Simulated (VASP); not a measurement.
Given:

```xyz
2
Lattice="2.8159 0.0000 0.0000 0.0000 2.8159 0.0000 0.0000 0.0000 2.8159" Properties=species:S:1:pos:R:3 pbc="T T T"
Ga     1.4079     1.4079     1.4079
Co     0.0000     0.0000     0.0000
```

Level of theory: r2SCAN meta-GGA, VASP's PBE PAW potentials (set 64) (plane waves; VASP). Numerical set-up: 520 eV cut-off, 13×13×13 Γ-centred mesh, first-order Methfessel-Paxton smearing of 0.10 eV, potentials Ga_d Co.

Problem. Give the stress tensor in GPa (positive for a compressed cell).

Solution. 
```
6.60  0.00  0.00
0.00  6.60  0.00
0.00  0.00  6.60
```
The pressure is its mean diagonal, 6.60 GPa.

The compound is CoGa in the CsCl type structure. This cell is one point of a volume scan, at 0.97 of the reference volume. The run is not spin-polarised, so no magnetic state was tried.
